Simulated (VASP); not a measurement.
# Si: relaxation of cell and atoms with PBE

Crystal: Si.

```
CELL_PARAMETERS angstrom
0.00000 2.71356 2.71356
2.71356 0.00000 2.71356
2.71356 2.71356 0.00000
ATOMIC_POSITIONS crystal
Si 0.75000 0.75000 0.75000
Si 0.50000 0.50000 0.50000
```

```
Program                : VASP 6.6.1
Task                   : relaxation of cell and atoms
Functional             : PBE
Potentials or basis    : VASP PAW PBE potentials, release 64 (Si)
Cutoff                 : 520 eV
k mesh                 : 10 × 10 × 10
Occupations            : gaussian, width 1 eV
Spin                   : no spin polarisation
Further INCAR settings : ALGO = Normal; EDIFF = 1e-07; IBRION = 2; EDIFFG = -0.002; NSW = 80; ISIF = 3
```

The relaxed volume is 20.41 Å³/atom. The relaxed cell is a = 3.865 Å, b = 3.865 Å, c = 3.865 Å, α = 60.00°, β = 60.00°, γ = 60.00°. The space group after relaxing (to 0.05 Å) is Fd-3m (No. 227). The energy gained by relaxing is 2.6 meV/atom. The ionic steps are 3. The pressure after relaxing is 0.0 GPa and the band gap on the k mesh is 0.62 eV, indirect (least direct gap 2.57 eV).

The path:
```csv
step,energy change (eV),largest force (eV/Å),pressure (GPa),volume (Å³)
1,0.0000,0.0000,1.98,39.96
2,-0.0030,0.0000,-1.20,41.41
3,-0.0052,0.0000,0.01,40.83
```

Final structure:
```xyz
2
Lattice="0.0000 2.7330 2.7330 2.7330 0.0000 2.7330 2.7330 2.7330 0.0000" Properties=species:S:1:pos:R:3 pbc="T T T"
Si    4.0995    4.0995    4.0995
Si    2.7330    2.7330    2.7330
```

Levels at points of the mesh, in eV from the valence-band top:
```
           k point  band 2  band 3  band 4  band 5  band 6  band 7
(0.00, 0.00, 0.00)    0.00    0.00    0.00    2.57    2.57    2.57
(0.50, 0.00, 0.00)   -6.87   -1.18   -1.18    1.48    3.36    3.36
(0.50, 0.50, 0.00)   -7.75   -2.79   -2.79    0.76    0.76    9.95
```

It took 16 s on 1 thread of Intel(R) Xeon(R) 6975P-C (Granite Rapids), with other jobs on the host, peak memory 0.15 GiB.

A k mesh can miss the band edges. Zero-point motion and thermal expansion aren't in these numbers.
